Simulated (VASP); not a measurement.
Data:

```
AlFe
1.0
    2.91000     0.00000     0.00000
    0.00000     2.91000     0.00000
    0.00000     0.00000     2.91000
Al Fe
1 1
Direct
  0.50000   0.50000   0.50000
  0.00000   0.00000   0.00000
```

Level of theory: MS2 meta-GGA, VASP's PBE PAW potentials (set 64) (plane waves; VASP). Run with 520 eV cut-off, 11×11×11 Γ-centred mesh, first-order Methfessel-Paxton smearing of 0.10 eV, potentials Al Fe.

Energy and stress use the plane-wave basis of the starting cell.

The ions, cell shape and volume are relaxed. Predict the relaxed structure.

```
AlFe
1.0
    2.84327     0.00000     0.00000
    0.00000     2.84327     0.00000
    0.00000     0.00000     2.84327
Al Fe
1 1
Direct
  0.50000   0.50000   0.50000
  0.00000   0.00000   0.00000
```
Space group Pm-3m (221), at a tolerance of 0.03 Å.

How do energy and volume change from the first to the last step?

The energy (σ→0) changes by -32.4 meV/atom and the volume by -6.7 %, in 3 ionic steps.

```json
[
 {"step": "1", "E(σ→0) (eV)": "-19.6839", "max force (eV/Å)": "0.000", "pressure (GPa)": "-11.64", "volume (Å³)": "24.64"},
 {"step": "2", "E(σ→0) (eV)": "-19.6932", "max force (eV/Å)": "0.000", "pressure (GPa)": "13.59", "volume (Å³)": "21.59"},
 {"step": "3", "E(σ→0) (eV)": "-19.7488", "max force (eV/Å)": "0.000", "pressure (GPa)": "0.08", "volume (Å³)": "22.99"}
]
```

The compound is FeAl in the CsCl type structure. This run relaxes it. Symmetry was kept, so distortions that lower it aren't found. The run is not spin-polarised, so no magnetic state was tried. The electron count is odd and the run is not spin-polarised, which forces a metal.
